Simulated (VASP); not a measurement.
Input for VASP

POSCAR:
```
BaS
1.0
  0.0000000000   2.8605631298   2.8605631298
  2.8605631298   0.0000000000   2.8605631298
  2.8605631298   2.8605631298   0.0000000000
Ba S
1 1
Cart
  5.7211262596   5.7211262596   5.7211262596
  2.8605631298   2.8605631298   2.8605631298
```

INCAR:
```
! general
SYSTEM =BaS
PREC   =Accurate
ENCUT  =500
LREAL  =.False.
LASPH  =.True.

! electronic loop
EDIFF  =1E-6
NELM   =100
ALGO   =Normal
LMAXMIX=4

! smearing
ISMEAR =0
SIGMA  =0.05

! functional
GGA    =PS

! ions
IBRION =2
NSW    =40
ISIF   =3
EDIFFG =-0.02
PSTRESS=300

! output
LWAVE  =.False.
LCHARG =.False.
```

**KPOINTS**
```
Regular mesh
0
gamma
  8 8 8
0 0 0
```

POTCAR, in this order: Ba_sv S (PBE.64 set). Program: vasp_std.

Problem. Translate this PBEsol calculation to Ansatz.

Solution. One equivalent input (not run):
Ansatz 0.2 input:
```yaml
crystal:
  lattice:
    - [0.0000000, 2.8605631, 2.8605631]
    - [2.8605631, 0.0000000, 2.8605631]
    - [2.8605631, 2.8605631, 0.0000000]
  atoms:
    - { symbol: Ba, position: [1.0000000, 1.0000000, 1.0000000] }
    - { symbol: S, position: [0.5000000, 0.5000000, 0.5000000] }
kpoints:
  mp_grid: { grid: [8, 8, 8] }
hamiltonian:
  xc: pbesol
  pseudopotentials: { kind: paw }
scf:
  occupations: { method: gaussian, width: 0.05 }
  max_iter: 100
relax:
  max_steps: 40
  f_tol: 0.02
  cell: { p_target: 30 }
output: { forces: true, stress: true, eigenvalues: true }
```
The two are equivalent in intent, not identical: each code has its own PAW files, so the cut-off isn't converted (ENCUT is set for VASP's; basis.ecutwfc is left out, and Ansatz then takes the one that its files recommend); Ansatz stops its SCF on the density residual and VASP on the energy change (EDIFF).

The structure was generated: BaS was put into the rock salt type (Fm-3m), which need not be its known phase. It was relaxed first under an external pressure of 30 GPa.
